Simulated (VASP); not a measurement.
HoPd (space group Pm-3m): computed properties

These are SCAN meta-GGA, VASP's PBE PAW potentials (set 64) (plane waves; VASP) values and carry that method's errors.

```
Item                                                                  Result
----------------------------------  ----------------------------------------
space group                                                      Pm-3m (221)
cell                                a = b = c = 3.4411 Å, α = β = γ = 90.00°
volume per atom                                                20.37 Å³/atom
band gap (over mesh and band path)  none (metal, semimetal or under 0.01 eV)
density                                                          11.06 g/cm³
```

HoPd is modelled in the cubic space group Pm-3m (No. 221), the CsCl type structure, Pearson symbol cP2. Lattice parameters: a = b = c = 3.4411 Å, α = β = γ = 90.00°. Ho on 1a has 8 Pd at 2.980 Å and 6 Ho at 3.441 Å. Pd on 1b has 8 Ho at 2.980 Å and 6 Pd at 3.441 Å. (Neighbours: up to the widest gap in distance over summed covalent radii, below 1.35, at either atom.)

The 4f electrons are frozen in the core of the lanthanide potential, so 4f levels, which can set the real gap, and their magnetism are missing.

The structure comes from a measured HoPd entry (Pm-3m) of the Crystallography Open Database, whose conditions weren't checked. It was relaxed first. Symmetry was kept, so distortions that lower it aren't found. The electron count is odd and the run is not spin-polarised, which forces a metal.
